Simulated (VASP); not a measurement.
These are revTPSS meta-GGA, VASP's PBE PAW potentials (set 64) (plane waves; VASP 6.6.1) values and carry that method's errors.

VASP input:

INCAR:
```
ALGO=Normal
EDIFF=1E-6
EDIFFG=-0.01
ENCUT=520
IBRION=2
ISIF=3
ISMEAR=1
LASPH=.TRUE.
LCHARG=.FALSE.
LMAXMIX=4
LMIXTAU=.TRUE.
LREAL=.FALSE.
LWAVE=.FALSE.
METAGGA=RTPSS
NELM=100
NSW=60
PREC=Accurate
SIGMA=0.1
SYSTEM=NiAl
```

File KPOINTS:
```
Automatic mesh
0
Gamma
11 11 11
0 0 0
```

**POSCAR**
```
NiAl
1
    2.8620350061    -0.0000000000    -0.0000000000
    0.0000000000     2.8620350061    -0.0000000000
    0.0000000000     0.0000000000     2.8620350061
Al Ni
1 1
Direct
  0.5000000000   0.5000000000   0.5000000000
  0.0000000000   0.0000000000   0.0000000000
```

POTCAR, in this order: Al Ni (PBE.64 set). Program: vasp_std.

Output

**OUTCAR**
```
 ion  position               nearest neighbor table
   1  0.500  0.500  0.500-   2 2.48   2 2.48   2 2.48   2 2.48   2 2.48   2 2.48   2 2.48   2 2.48
  LATTYP: Found a simple cubic cell.
 ALAT       =     2.8620350061
 Subroutine PRICEL returns:
 Original cell was already a primitive cell.
 Subroutine GETGRP returns: Found 48 space group operations
The static configuration has the point symmetry O_h .
The dynamic configuration has the point symmetry O_h .
 Subroutine INISYM returns: Found 48 space group operations
 Subroutine IBZKPT returns following result:
 Found     56 irreducible k-points:

 Following reciprocal coordinates:
            Coordinates               Weight
  0.000000  0.000000  0.000000      1.000000
  0.090909  0.000000  0.000000      6.000000
  0.181818  0.000000  0.000000      6.000000
  0.272727  0.000000  0.000000      6.000000
  0.363636  0.000000  0.000000      6.000000
  0.454545  0.000000  0.000000      6.000000
  0.090909  0.090909  0.000000     12.000000
  0.181818  0.090909  0.000000     24.000000
  0.272727  0.090909  0.000000     24.000000
  0.363636  0.090909  0.000000     24.000000
...
```

OSZICAR:
```
       N       E                     dE             d eps       ncg     rms          rms(c)
DAV:   1     0.797588111713E+02    0.79759E+02   -0.82305E+03  1128   0.201E+03
DAV:   2     0.141699756296E+02   -0.65589E+02   -0.62521E+02  1150   0.310E+02
DAV:   3     0.107884197994E+02   -0.33816E+01   -0.33552E+01  1358   0.957E+01
DAV:   4     0.107291329124E+02   -0.59287E-01   -0.59257E-01  1516   0.128E+01
DAV:   5     0.107272513960E+02   -0.18815E-02   -0.18814E-02  1520   0.200E+00    0.650E+00
DAV:   6    -0.110366000190E+02   -0.21764E+02   -0.49700E+01  1128   0.790E+01    0.153E+01
DAV:   7    -0.105837035842E+02    0.45290E+00   -0.74251E-01  1288   0.104E+01    0.143E+01
DAV:   8    -0.107078093369E+02   -0.12411E+00   -0.16762E-02  1396   0.186E+00    0.148E+01
DAV:   9    -0.840543343107E+01    0.23024E+01   -0.10884E+01  1304   0.521E+01    0.300E+00
DAV:  10    -0.842001189318E+01   -0.14578E-01   -0.19989E+00  1384   0.207E+01    0.405E+00
DAV:  11    -0.845219539739E+01   -0.32184E-01   -0.41028E-02  1354   0.265E+00    0.412E+00
DAV:  12    -0.833003040630E+01    0.12216E+00   -0.74800E-01  1252   0.151E+01    0.177E+00
DAV:  13    -0.833651717775E+01   -0.64868E-02   -0.20149E-02  1302   0.256E+00    0.144E+00
DAV:  14    -0.833424238389E+01    0.22748E-02   -0.12027E-02  1318   0.174E+00    0.844E-01
DAV:  15    -0.833419542581E+01    0.46958E-04   -0.53218E-04  1686   0.223E-01    0.485E-01
DAV:  16    -0.833427220040E+01   -0.76775E-04   -0.86951E-04  1328   0.511E-01    0.191E-01
DAV:  17    -0.833432796475E+01   -0.55764E-04   -0.65109E-05  1252   0.990E-02    0.849E-02
DAV:  18    -0.833430680541E+01    0.21159E-04   -0.38313E-05  1262   0.111E-01    0.456E-02
DAV:  19    -0.833431285721E+01   -0.60518E-05   -0.41538E-05  1396   0.947E-02    0.487E-03
DAV:  20    -0.833431314565E+01   -0.28844E-06   -0.27312E-06   576   0.276E-02
   1 F= -.83343131E+01 E0= -.83340553E+01  d E =-.833431E+01
       N       E                     dE             d eps       ncg     rms          rms(c)
DAV:   1    -0.833544400538E+01   -0.11311E-02   -0.15284E-02  1208   0.239E+00    0.316E-01
DAV:   2    -0.833675467012E+01   -0.13107E-02   -0.43076E-02  1254   0.363E+00    0.404E-01
DAV:   3    -0.833432848720E+01    0.24262E-02   -0.17987E-02  1244   0.237E+00    0.524E-02
DAV:   4    -0.833430543568E+01    0.23052E-04   -0.14029E-04  1224   0.165E-01    0.470E-03
DAV:   5    -0.833430845295E+01   -0.30173E-05   -0.29922E-06  1012   0.242E-02    0.559E-03
DAV:   6    -0.833430812022E+01    0.33273E-06   -0.12676E-05  1032   0.593E-02    0.703E-03
DAV:   7    -0.833430910779E+01   -0.98757E-06   -0.12512E-05  1038   0.612E-02    0.423E-03
DAV:   8    -0.833430904451E+01    0.63283E-07   -0.26514E-06   576   0.298E-02
   2 F= -.83343090E+01 E0= -.83340473E+01  d E =0.410114E-05
       N       E                     dE             d eps       ncg     rms          rms(c)
DAV:   1    -0.833461013566E+01   -0.30103E-03   -0.37989E-03  1206   0.120E+00    0.157E-01
DAV:   2    -0.833495580827E+01   -0.34567E-03   -0.10617E-02  1254   0.180E+00    0.201E-01
DAV:   3    -0.833433787644E+01    0.61793E-03   -0.44650E-03  1252   0.118E+00    0.274E-02
DAV:   4    -0.833432637615E+01    0.11500E-04   -0.39922E-05  1264   0.930E-02    0.188E-03
DAV:   5    -0.833432634862E+01    0.27532E-07   -0.11125E-06   610   0.167E-02
   3 F= -.83343263E+01 E0= -.83340668E+01  d E =-.132030E-04
       N       E                     dE             d eps       ncg     rms          rms(c)
DAV:   1    -0.833437178536E+01   -0.45409E-04   -0.65442E-04  1214   0.499E-01    0.656E-02
DAV:   2    -0.833443218079E+01   -0.60395E-04   -0.17523E-03  1254   0.733E-01    0.807E-02
DAV:   3    -0.833432757444E+01    0.10461E-03   -0.74439E-04  1252   0.480E-01    0.125E-02
DAV:   4    -0.833432421149E+01    0.33630E-05   -0.10600E-05  1216   0.507E-02    0.194E-03
DAV:   5    -0.833432415772E+01    0.53769E-07   -0.13917E-06   578   0.203E-02
   4 F= -.83343242E+01 E0= -.83340655E+01  d E =-.110121E-04
```

### OUTCAR
```
------------------------ aborting loop because EDIFF is reached ----------------------------------------
  FORCE on cell =-STRESS in cart. coord.  units (eV):
  Direction    XX          YY          ZZ          XY          YZ          ZX
  --------------------------------------------------------------------------------------
  Total        0.0082307      0.0082307      0.0082307     -0.0000000     -0.0000000     -0.0000000
  in kB        0.5628348      0.5628348      0.5628348     -0.0000000     -0.0000000     -0.0000000
  external PRESSURE =       0.5628348 kB  Pullay stress =       0.0000000 kB
  volume of cell :       23.43
      direct lattice vectors                 reciprocal lattice vectors
     2.861463092 -0.000000000 -0.000000000     0.349471570 -0.000000000 -0.000000000
     0.000000000  2.861463092 -0.000000000     0.000000000  0.349471570 -0.000000000
     0.000000000  0.000000000  2.861463092     0.000000000  0.000000000  0.349471570
 POSITION                                       TOTAL-FORCE (eV/Angst)
 -----------------------------------------------------------------------------------
      1.43073      1.43073      1.43073         0.000000      0.000000      0.000000
      0.00000      0.00000      0.00000        -0.000000     -0.000000     -0.000000
 -----------------------------------------------------------------------------------
    total drift:                               -0.000000     -0.000000      0.000000
  FREE ENERGIE OF THE ION-ELECTRON SYSTEM (eV)
  ---------------------------------------------------
  free  energy   TOTEN  =        -8.3343241577 eV

  energy  without entropy=       -8.3335480839  energy(sigma->0) =       -8.33406547

 reached required accuracy - stopping structural energy minimisation
```
(Selected blocks of OUTCAR.)

### CONTCAR
```
NiAl
   1.00000000000000
     2.8614630921335427   -0.0000000000000000   -0.0000000000000000
     0.0000000000000000    2.8614630921335427   -0.0000000000000000
     0.0000000000000000    0.0000000000000000    2.8614630921335427
  Al              Ni
     1     1
Direct
     0.5000000000000000    0.5000000000000000    0.5000000000000000
     0.0000000000000000    0.0000000000000000    0.0000000000000000
```

The compound is NiAl in the CsCl type structure. This run relaxes it. Symmetry was kept, so distortions that lower it aren't found. The start is the result of an earlier pass. The run is not spin-polarised, so no magnetic state was tried. The electron count is odd and the run is not spin-polarised, which forces a metal.
